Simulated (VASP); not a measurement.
Here is the system:

```xyz
2
Lattice="0.0000 2.2093 2.2093 2.2093 0.0000 2.2093 2.2093 2.2093 0.0000" Properties=species:S:1:pos:R:3 pbc="T T T"
Nb     0.0000     0.0000     0.0000
N      2.2093     2.2093     2.2093
```

Calculation: PBE GGA, VASP's PBE PAW potentials (set 64) (plane waves; VASP). Numerical set-up: PREC = Normal, EDIFF = 1E-5, 450 eV cut-off, 16×16×16 Γ-centred mesh, first-order Methfessel-Paxton smearing of 0.10 eV, potentials Nb_sv N.

### Question
Predict the energy per atom (σ→0), band gap (on the k-mesh) with the smallest direct gap where there is one.

### Answer

```
Item                                                         Value
------------------------  ----------------------------------------
band gap (on the k-mesh)  none (metal, semimetal or under 0.01 eV)
energy per atom (σ→0)                              -10.269 eV/atom
```

Only differences to runs with the same potentials and settings are physical.

The compound is NbN in the rock salt structure, the cubic δ form, which competes with hexagonal ones. It was relaxed first. VASP warned that the highest band is occupied, so more bands are needed.
